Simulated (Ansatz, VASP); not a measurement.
# Cross-check of Nb between VASP and Ansatz

Aim: how closely do two programs agree when they are given the same cell, functional and k mesh? Of the first pair: The structure shown is the start of the Ansatz relaxation below; VASP solves that cell, so the two are compared at the walk's first step.

Program: Ansatz 0.2.0. Level of theory: plane waves, with VASP 6.6.1 beside it; single point at PBEsol. Results are calculated unless marked as measured.

### 1. The structure

The cell holds 5 atoms: 5 Nb. Cell: a = 2.858 Å, b = 2.858 Å, c = 42.468 Å, α = 90.0°, β = 90.0°, γ = 70.5°. Vacuum lies along c. The height across the vacuum is the one that the program set for its solve, not the one typed.

### 2. Ansatz: relaxation, PBEsol

Ansatz runs on its default PAW (the set named soft_2) files.

The two programs are compared at the cell with which this relaxation starts, whose forces are those of its first step.

File input.yaml:

```yaml
crystal:
  lattice:
    - [1.65, 2.33345, 0.0]
    - [-1.65, 2.33345, 0.0]
    - [0.0, 0.0, 22.33381]
  atoms:
    - { symbol: Nb, position: [0.0, 0.0, 0.291039] }
    - { symbol: Nb, position: [0.5, 0.5, 0.395519] }
    - { symbol: Nb, position: [0.0, 0.0, 0.5] }
    - { symbol: Nb, position: [0.5, 0.5, 0.604481] }
    - { symbol: Nb, position: [0.0, 0.0, 0.708961] }
  periodic: [true, true, false]
kpoints:
  mp_grid: { grid: [8, 8, 1] }
hamiltonian:
  xc: pbesol
scf:
  occupations: { method: gaussian, width: 0.1 }
output:
  forces: true
  stress: true
  eigenvalues: true
relax:
  adjacent_minimum: "off"
  f_tol: 0.05
  max_steps: 80
  cell: { stress_2d_tol: 0.02 }
```

Command:

```console
> ansatz run input.yaml --threads 8 --pin off --max-ram 14336MiB --backend cpu --events-out ev --progress --plain --runs-dir out
```

Numbers of over 12 decimals in the logs are rounded to 6 here.

The log of the run:

```text
Warning: crystal.periodic: the lattice vector that does not repeat stood 0.000° off the slab's normal, 22.334 Å along it as the deck builds it. The run solves the slab on a vector along the normal, 42.468 Å long, with every atom where it was (on the deck's vector they left 13.00 Å outside them, and the widest stretch free of ions among them is 2.33 Å). A fractional position that the run reports is one of the run's ce [...]
The last accepted step is kept in <dir> (removed where the run ends without a failure and the disk answers)
crystal.periodic: the lattice vector that does not repeat stood 0.000° off the slab's normal, 22.334 Å along it as the deck builds it. The run solves the slab on a vector along the normal, 42.468 Å long, with every atom where it was (on the deck's vector they left 13.00 Å outside them, and the widest stretch free of ions among them is 2.33 Å). A fractional position that the run reports is one of the run's cell, which [...]
Engine: ansatz 0.2.0, aarch64-unknown-linux-gnu
Pseudopotentials: kind: paw
Pseudopotential: Nb, paw, valence charge 13, recommended cutoff 420 eV (normal), Nb.paw.azcp
Functional definition: PBEsol
  exchange = pbesol_x
  correlation = pbesol_c
Crystal: 5 atoms, lattice volume = 327.017 Å³
Basis set: ecut = 420 eV, 6419 PW (Γ), exchange–correlation on 40×40×576 points (8 copies of the dense FFT grid, shifted against one another)
Bands: 39, of which v1, the nominal top of the filled ones, is band 33 counted from 1 (32 counted from 0)
Symmetry: 8 space group operations
Space group: Cmmm (ITA 65), of the structure as read, at distance tolerance 6.9e-5 Å
k-points: 21 of 64
Non-local potential: Nb, projectors of the file, l = 0: 3, l = 1: 2, l = 2: 2, l = 3: 1
PAW form: soft (Blöchl's): semilocal exchange-correlation on the pseudo side does not see the compensation charge
PAW frozen core: Nb, regenerated for the run's functional, and the local potential with it (the file was generated under x = pbe(κ = 0.804, μ = 0.219515), c = pbe(β = 0.066725))
PAW one-centre angular grid: Nb, 590 points (default); XC on 64 Gauss nodes
Initial density: superposition of atomic densities (neutral atoms: chi_scale 0, normalization atom), corrected by the library's trained network
Initial wavefunctions: pseudopotential atomic-orbital guess
Functional: x = pbesol(κ = 0.804, μ = 0.123457), c = pbesol(β = 0.046)
SCF iter   1: F=—  HF=-22475.188261 eV  |F-HF|=—  |Δ(HF+E_count)|=         —  Δρ=1.07e-2  dr2=9.80e0  ethr=1.77e-3  ⟨swp⟩=11.8  Hψ=5135  notcnv=0
preconditioner: auto → LDOS  [metal: Δε(μ)=0.006 eV  Ē_g=3.293 eV  σ=0.100 eV  W_gap=0.03  n_scr=28 (ndim 8)  ℏωp=10.3 eV  f_vac=0.672  D(μ)=7.49/eV (n_scr^D=26)  β→1.0]
SCF iter   2: F=—  HF=-22474.974607 eV  |F-HF|=—  |Δ(HF+E_count)|=   2.14e-1  Δρ=3.41e-3  dr2=4.55e-1  ethr=1.77e-3  ⟨swp⟩=3.0  Hψ=1172  notcnv=0  defer=26
[...]
Crystal: 5 atoms, lattice volume = 302.049 Å³
iter 1 solved again at ethr=1.30e-8 eV; its pass at ethr=3.10e-3 eV (dr2=8.43e-6 eV) is discarded
SCF iter   1: F=—  HF=-22475.261221 eV  |F-HF|=—  |Δ(HF+E_count)|=         —  Δρ=2.01e-5  dr2=8.33e-6  ethr=1.30e-8  ⟨swp⟩=3.6  Hψ=5622  notcnv=0
preconditioner: auto → LDOS  [metal: Δε(μ)=0.056 eV  Ē_g=3.487 eV  σ=0.100 eV  W_gap=0.29  n_scr=28 (ndim 8)  ℏωp=10.7 eV  f_vac=0.667  D(μ)=4.53/eV (n_scr^D=22)  β→1.0]
SCF iter   2: F=—  HF=-22475.261225 eV  |F-HF|=—  |Δ(HF+E_count)|=   4.04e-6  Δρ=7.66e-6  dr2=6.66e-7  ethr=1.28e-8  ⟨swp⟩=2.9  Hψ=1226  notcnv=0
SCF iter   3: F=—  HF=-22475.261209 eV  |F-HF|=—  |Δ(HF+E_count)|=   1.66e-5  Δρ=3.64e-6  dr2=2.29e-7  ethr=1.02e-9  ⟨swp⟩=3.5  Hψ=1548  notcnv=0
SCF iter   4: F=—  HF=-22475.261209 eV  |F-HF|=—  |Δ(HF+E_count)|=   8.92e-8  Δρ=6.30e-7  dr2=3.46e-9  ethr=3.52e-10  ⟨swp⟩=3.1  Hψ=1383  notcnv=0
SCF iter   5: F=-22475.261209 eV  HF=-22475.261209 eV  |F-HF|=1.89e-9  |Δ(HF+E_count)|=   8.45e-9  Δρ=2.43e-7  dr2=2.19e-10  ethr=1.01e-12  ⟨swp⟩=10.6  Hψ=5202  notcnv=0
SCF 9 converged in 5 iterations: F = -22475.261209 eV  dr2 = 2.19e-10
relax step   9: F+E_penalty+E_count = -22475.26120875 eV  Δ(F+E_penalty+E_count) = -2.385e-6 eV  max|allowed force component| = 3.351e-4 eV/Å  Δτ_max = 0.0002 Å  P = +0.001 N/m  Ω = 302.049 Å³  energy of the carried Pulay correction = +8.828e-4 eV  fix = [c, alpha, beta]  reactions: c +0.000 N/m  (5 SCF iters, dr2 threshold 6.53e-10 eV, accepted)
[...]
relax step  10: F+E_penalty+E_count = -22475.26120883 eV  Δ(F+E_penalty+E_count) = -8.171e-8 eV  max|allowed force component| = 1.786e-4 eV/Å  Δτ_max = 0.0002 Å  P = -0.004 N/m  Ω = 302.048 Å³  energy of the carried Pulay correction = +8.828e-4 eV  fix = [c, alpha, beta]  reactions: c +0.000 N/m  (7 SCF iters, accepted)
[...]
relax step  11: F+E_penalty+E_count = -22475.26044015 eV  Δ(F+E_penalty+E_count) = +7.687e-4 eV  max|allowed force component| = 1.011e-4 eV/Å  Δτ_max = 0.0000 Å  P = -0.008 N/m  Ω = 302.048 Å³  fix = [c, alpha, beta]  reactions: c +0.000 N/m  stress off target by 1.09e-2 N/m on what of the cell is left free  SCF on the basis re-selected at this cell (its energy is not comparable with the rows above)  (7 SCF iters)
basis re-selected at this cell: Δ(F+E_penalty+E_count) = +7.687e-4 eV, ΔP = -0.004 N/m vs the last step (what re-selecting the basis moved, of the pressure what is left beyond the Pulay correction that the steps carried, after the strain that the cell walked since its last selection, with what the two solves' SCF thresholds leave and, on support functions, any second-order correction that the steps lacked; it is no m [...]
SCF converged after 7 iterations
Free energy (F): -22475.260440 eV
Harris-Foulkes:  -22475.260440 eV  (|F-HF|=6.15e-10)
Internal energy: -22475.237815 eV  (E = F + TS)
E sigma→0 (E₀):  -22475.249128 eV
Entropy (-TS):   -0.022625 eV (-4.525 meV/atom)
Fermi energy:    -4.644096 eV
--- Per-component energies (eV) ---
  E_band       = -1799.465850
  E_kinetic    = 1980.884564
  E_local      = -362685.593746  (includes V_loc(G=0)·N_el)
  E_nonlocal   = 612.170998
  E_hartree    = 179951.309203
  E_xc         = -872.668207
  E_vxc        = -1062.920664  (∫ρ·V_xc dr)
  E_paw        = -15090.360207  (= ΣΔE_a)
  E_vpaw       = -546.625649  (= ΣTr[D̂ρ^β])
  E_aug_tail   = 0.000032  (compensation charges beyond the density's cutoff)
  E_ewald      = 173628.076005
  E_core_change = 0.943545  (= ΣΔE_core)
  E_smearing   = -0.022625  (= −TS)
  E_closure    = -0.000000  (closes the sum)
  Σ components = -22475.260440   (vs F -22475.260440, Δ=0.00e0)
--- Forces (eV/Å), atoms counted from 1 ---
  atom   1  Nb     0.00000000     0.00000000     0.00010112
  atom   2  Nb     0.00000000     0.00000000     0.00008352
  atom   3  Nb     0.00000000     0.00000000     0.00000000
  atom   4  Nb     0.00000000     0.00000000    -0.00008352
  atom   5  Nb     0.00000000     0.00000000    -0.00010112
  max |Σ_I F_I| component: 1.36e-20 eV/Å
--- 2D stress c σ (N/m, compression-positive) ---
       -0.004749       0.000000       0.000000
        0.000000      -0.010911       0.000000
        0.000000       0.000000       0.000000
  P = ½ c Tr σ = -0.0078 N/m
--- Band table (eV; the first three rows and the last of 21) ---
  k-point 0: bands = [... 29 lower, -5.4589, -5.2277, -5.2216, -4.9447, -4.7814, -4.0042, -3.4656, -3.2091, ... 2 higher]
  k-point 1: bands = [... 29 lower, -5.5210, -5.3604, -5.1753, -5.0609, -4.5618, -4.4285, -4.0115, -3.5657, ... 2 higher]
  k-point 2: bands = [... 29 lower, -5.4541, -5.2789, -5.2474, -5.2402, -4.9988, -4.9012, -3.0850, -3.0769, ... 2 higher]
  k-point 20: bands = [... 29 lower, -5.4064, -4.7465, -3.9542, -2.7829, -2.7446, -2.6833, -2.1222, -2.0026, ... 2 higher]
--- Relaxed structure (10 steps of the walk, 10 accepted, 1 SCFs on fresh bases) ---
  F+E_penalty+E_count = -22475.26044015 eV   max|allowed force component| = 1.011e-4 eV/Å   (the final SCF, on the basis selected at the relaxed cell)
  cell:  # Å, volume = 302.0478 Å³
    - [1.622268, 2.192126, 0.0]
    - [-1.622268, 2.192126, 0.0]
    - [0.0, 0.0, 42.46758108564]
  atoms:
    - { symbol: Nb, position: [0, 0, 0.150760] }
    - { symbol: Nb, position: [0.5, 0.5, 0.206069] }
    - { symbol: Nb, position: [0, 0, 0.262951] }
    - { symbol: Nb, position: [0.5, 0.5, 0.319833] }
    - { symbol: Nb, position: [0, 0, 0.375142] }
```

Reading the cycles: dr2 is the Hartree energy of the density residual (eV), the measure of convergence; HF is the Harris–Foulkes estimate of the energy, which meets the free energy F at convergence.

### 3. VASP: single point, PBEsol, start cell, pair 1

The same cell, functional, mesh and smearing now go to VASP, with its own data sets.

Lines of VASP's logs that name or quote its potential files are left out, and so is its time.

File INCAR:

```
SYSTEM = Nb
PREC = Accurate
ENCUT = 400
EDIFF = 1E-06
NELM = 120
ISMEAR = 0
SIGMA = 0.1
LREAL = .FALSE.
ALGO = Normal
GGA = PS
NBANDS = 40
LASPH = .TRUE.
LORBIT = 11
LWAVE = .FALSE.
LCHARG = .FALSE.
ISIF = 2
LDIPOL = .TRUE.
IDIPOL = 3
DIPOL = 0.5 0.5 0.263
LVHAR = .TRUE.
GGA_COMPAT = .FALSE.
NELMDL = -8
KPAR = 2
```

File POSCAR:

```
Nb
1.0
    1.6500000000      2.3334500000      0.0000000000
   -1.6500000000      2.3334500000      0.0000000000
    0.0000000000      0.0000000000     42.4675810000
Nb
5
Direct
    0.0000000000      0.0000000000      0.1530581645
    0.5000000000      0.5000000000      0.2080044540
    0.0000000000      0.0000000000      0.2629512851
    0.5000000000      0.5000000000      0.3178981162
    0.0000000000      0.0000000000      0.3728444057
```

File KPOINTS:

```
Automatic mesh
0
Gamma
8 8 1
0 0 0
```

PAW data sets: Nb_sv (PBE family, release 64).

Command:

```console
> mpirun -np 2 vasp_std
```

The log of the run:

```text
[banner, memory and clock lines left out]
running    2 mpi-ranks, on    1 nodes
 distrk:  each k-point on    1 cores,    2 groups
 distr:  one band on    1 cores,    1 groups

 POSCAR found type information on POSCAR Nb
 POSCAR found :  1 types and       5 ions
|                                                                             |
|               ----> ADVICE to this user running VASP <----                  |
|                                                                             |
|     You enforced a specific xc type in the INCAR file but a different       |
|     [... a line on the potential file left out ...]
|     I HOPE YOU KNOW WHAT YOU ARE DOING!                                     |
|                                                                             |

 LDA part: xc-table for (Slater+PW92), standard interpolation
 POSCAR, INCAR and KPOINTS ok, starting setup
 FFT: planning ... GRIDC
 FFT: planning ... GRID_SOFT
 FFT: planning ... GRID
 WAVECAR not read
 entering main loop
       N       E                     dE             d eps       ncg     rms          rms(c)
DAV:   1     0.522181351804E+03    0.52218E+03   -0.33793E+04  2496   0.117E+03
DAV:   2     0.278140922478E+01   -0.51940E+03   -0.50793E+03  2176   0.444E+02
DAV:   3    -0.511559763678E+02   -0.53937E+02   -0.52563E+02  2624   0.902E+01
DAV:   4    -0.570908599747E+02   -0.59349E+01   -0.58305E+01  2928   0.326E+01
DAV:   5    -0.575332767474E+02   -0.44242E+00   -0.44024E+00  2680   0.711E+00
DAV:   6    -0.575500543576E+02   -0.16778E-01   -0.16537E-01  2872   0.131E+00
DAV:   7    -0.575513668686E+02   -0.13125E-02   -0.12940E-02  2416   0.251E-01
DAV:   8    -0.575515077264E+02   -0.14086E-03   -0.14016E-03  2696   0.781E-02    0.173E+01
DAV:   9    -0.764934376303E+02   -0.18942E+02   -0.10330E+02  2680   0.508E+01    0.219E+01
DAV:  10    -0.571973014288E+02    0.19296E+02   -0.15028E+02  2656   0.403E+01    0.103E+01
DAV:  11    -0.525946163074E+02    0.46027E+01   -0.31093E+01  2824   0.209E+01    0.413E+00
DAV:  12    -0.525688669255E+02    0.25749E-01   -0.29771E+00  2640   0.642E+00    0.304E+00
DAV:  13    -0.525530942052E+02    0.15773E-01   -0.16983E-01  2616   0.245E+00    0.272E+00
DAV:  14    -0.524982696631E+02    0.54825E-01   -0.93504E-02  2624   0.229E+00    0.194E+00
[...]
DAV:  26    -0.524484534605E+02   -0.16926E-04   -0.10277E-06  1432   0.597E-03    0.270E-03
DAV:  27    -0.524484679208E+02   -0.14460E-04   -0.58948E-07  1416   0.428E-03    0.892E-04
DAV:  28    -0.524484741249E+02   -0.62041E-05   -0.17762E-07  1336   0.291E-03    0.483E-04
DAV:  29    -0.524484807996E+02   -0.66748E-05   -0.16641E-07  1360   0.181E-03    0.419E-04
DAV:  30    -0.524484832475E+02   -0.24479E-05   -0.69924E-08  1320   0.151E-03    0.292E-04
DAV:  31    -0.524484843292E+02   -0.10817E-05   -0.41946E-08  1320   0.137E-03    0.218E-04
DAV:  32    -0.524484853307E+02   -0.10014E-05   -0.35924E-08  1320   0.871E-04    0.134E-04
DAV:  33    -0.524484855356E+02   -0.20493E-06   -0.16962E-08  1320   0.765E-04
   1 F= -.52448486E+02 E0= -.52432063E+02  d E =-.328459E-01
```

OUTCAR, selected parts (step 3):

```text
ion  position               nearest neighbor table
   1  0.000  0.000  0.153-   2 2.86   2 2.86
   2  0.500  0.500  0.208-   1 2.86   1 2.86   3 2.86   3 2.86
   3  0.000  0.000  0.263-   4 2.86   4 2.86   2 2.86   2 2.86
   4  0.500  0.500  0.318-   5 2.86   5 2.86   3 2.86   3 2.86
   5  0.000  0.000  0.373-   4 2.86   4 2.86

  LATTYP: Found a base centered orthorhombic cell.
 ALAT       =     3.3000000000
 B/A-ratio  =     1.4142121212
 C/A-ratio  =    12.8689639394

 Subroutine GETGRP returns: Found  8 space group operations
 (whereof  4 operations were pure point group operations)

The static configuration has the point symmetry C_2v.
 The point group associated with its full space group is D_2h.

 Found     21 irreducible k-points:

   k-points           NKPTS =     21   k-points in BZ     NKDIM =     21   number of bands    NBANDS=     40

   dimension x,y,z NGX =    20 NGY =   20 NGZ =  280
   dimension x,y,z NGXF=    40 NGYF=   40 NGZF=  560

   ENCUT  =  400.0 eV  29.40 Ry    5.42 a.u.   4.66  4.66 69.25*2*pi/ulx,y,z

   NELECT =      65.0000    total number of electrons

 k-points in reciprocal lattice and weights: Automatic mesh
   0.00000000  0.00000000  0.00000000       0.016
   0.12500000 -0.00000000  0.00000000       0.062
   0.25000000 -0.00000000  0.00000000       0.062
   0.37500000  0.00000000  0.00000000       0.062
   0.50000000 -0.00000000  0.00000000       0.031
   0.12500000  0.12500000  0.00000000       0.031
   0.25000000  0.12500000  0.00000000       0.062
   0.37500000  0.12500000  0.00000000       0.062
   0.50000000  0.12500000  0.00000000       0.062
[...]
-0.37500000  0.37500000  0.00000000       0.031
   0.50000000  0.50000000  0.00000000       0.016

 dipolmoment           0.000000      0.000000      0.000000 electrons x Angstroem

 average (electrostatic) potential at core
       1 -88.3164       2 -87.9534       3 -87.8568       4 -87.9534       5 -88.3163

 E-fermi :  -0.2224

 k-point     1 :       0.0000    0.0000    0.0000
  band No.  band energies     occupation
    ...
     27      -1.5869      2.00000
     28      -1.1109      2.00000
     29      -0.6932      2.00000
     30      -0.5767      2.00000
     31      -0.5547      2.00000
     32      -0.1115      0.11654
     33      -0.0522      0.01604
     34       0.0493      0.00012
     35       0.3958      0.00000
     36       0.5856      0.00000
    ...

 k-point     2 :       0.1250   -0.0000    0.0000
  band No.  band energies     occupation
    ...
     29      -0.8724      2.00000
     30      -0.7430      2.00000
     31      -0.5640      2.00000
     32      -0.4270      1.99619
     33      -0.2426      1.22453
     34       0.0223      0.00054
     35       0.3308      0.00000
     36       0.5329      0.00000
     37       0.7042      0.00000
     38       1.5245      0.00000
    ...

 k-point     3 :       0.2500   -0.0000    0.0000
  band No.  band energies     occupation
    ...
     31      -0.7688      2.00000
     32      -0.7218      2.00000
     33      -0.5391      1.99999
     34      -0.5113      1.99996
     35      -0.4541      1.99895
     36       1.3372      0.00000
     37       1.3842      0.00000
     38       2.2512      0.00000
     39       2.2892      0.00000
     40       2.5748      0.00000

  Total       -6.6013249     -8.1201793     -4.2004345      0.0000000      0.0000000      0.0000000
  in kB      -32.3423613    -39.7837979    -20.5795006      0.0000000      0.0000000      0.0000000
  external PRESSURE =     -30.9018866 kB  Pullay stress =       0.0000000 kB

  energy-cutoff  :      400.00
  volume of cell :      327.02
      direct lattice vectors                 reciprocal lattice vectors
     1.650000000  2.333450000  0.000000000     0.303030303  0.214275001  0.000000000
    -1.650000000  2.333450000  0.000000000    -0.303030303  0.214275001  0.000000000
     0.000000000  0.000000000 42.467581000     0.000000000  0.000000000  0.023547374

 POSITION                                       TOTAL-FORCE (eV/Angst)
 -----------------------------------------------------------------------------------
      0.00000      0.00000      6.50001         0.000000     -0.000000      0.560935
      0.00000      2.33345      8.83345         0.000000     -0.000000     -0.319665
      0.00000      0.00000     11.16690         0.000000     -0.000000     -0.000000
      0.00000      2.33345     13.50036         0.000000     -0.000000      0.319665
      0.00000      0.00000     15.83380         0.000000      0.000000     -0.560935
 -----------------------------------------------------------------------------------
    total drift:                               -0.000000      0.000000      0.000116

  FREE ENERGIE OF THE ION-ELECTRON SYSTEM (eV)
  ---------------------------------------------------
  free  energy   TOTEN  =       -52.4484855356 eV

  energy  without entropy=      -52.4156396204  energy(sigma->0) =      -52.43206258

 vacuum level on the upper side and lower side of the slab         4.424         4.424

 total charge
# of ion       s       p       d       tot
------------------------------------------
    1        2.215   5.950   2.520  10.686
    2        2.220   6.002   2.494  10.715
    3        2.222   6.001   2.502  10.725
    4        2.220   6.002   2.494  10.715
    5        2.215   5.950   2.520  10.686
--------------------------------------------------
tot         11.091  29.906  12.531  53.527

[... 3 further parts left out ...]
```

The run ends at a pressure of -3.09 GPa, with forces up to 0.56 eV/Å.

### 4. Differences

Known differences besides the potentials themselves: Ansatz cuts the interaction across the vacuum, VASP repeats the sheet with a dipole correction; the cutoff is 420 eV in Ansatz and 400 eV in VASP; Ansatz makes its cores anew for this functional, VASP keeps those of its PBE data sets. Total energies have different zeros and are not compared.

Forces (eV/Å; atoms numbered as in POSCAR):

```
atom        Ansatz x, y, z          VASP x, y, z
 Nb1   0.000, 0.000, 0.554   0.000, 0.000, 0.561
 Nb2  0.000, 0.000, -0.320  0.000, 0.000, -0.320
 Nb3   0.000, 0.000, 0.000   0.000, 0.000, 0.000
 Nb4   0.000, 0.000, 0.320   0.000, 0.000, 0.320
 Nb5  0.000, 0.000, -0.554  0.000, 0.000, -0.561
```

The forces differ by 2.6 meV/Å r.m.s., which is 1.1 % of the r.m.s. force of 0.236 eV/Å (both taken over all components). With vacuum in the cell, a pressure given here is an average over mostly empty space and none of the material.

[end of part 1 of 2]

[Lines on the potential files, build, host, timing and source positions are cut from VASP's logs without a mark.]

[Logs are printed without paths, hosts, clocks, repeated set-up lines and the standing remarks that a program may print on its own settings, such as how far it seeks lower states.]

[Hosts, paths, dates, database ids (printed as entryN), source tags and the programs' standing remarks are cut or masked in the printed files.]
